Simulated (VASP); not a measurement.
```xyz
3
Lattice="0.0000 3.1442 3.1442 3.1442 0.0000 3.1442 3.1442 3.1442 0.0000" Properties=species:S:1:pos:R:3 pbc="T T T"
Ba     0.0000     0.0000     0.0000
F      1.5721     1.5721     1.5721
F      4.7163     4.7163     4.7163
```

Level of theory: PBE GGA, VASP's PBE PAW potentials (set 64) (plane waves; VASP). Numerical set-up: 520 eV cut-off, 4×4×4 Γ-centred mesh, Gaussian smearing of 0.050 eV, potentials Ba_sv F.

Estimate the energy per atom (σ→0).

```
Quantity                        Value
---------------------  --------------
energy per atom (σ→0)  -5.710 eV/atom
```

The compound is BaF2 in the fluorite structure. It was relaxed first. The k-mesh is coarse (spacing up to 0.43 per Å, 2π included), so the numbers may not be converged in it.
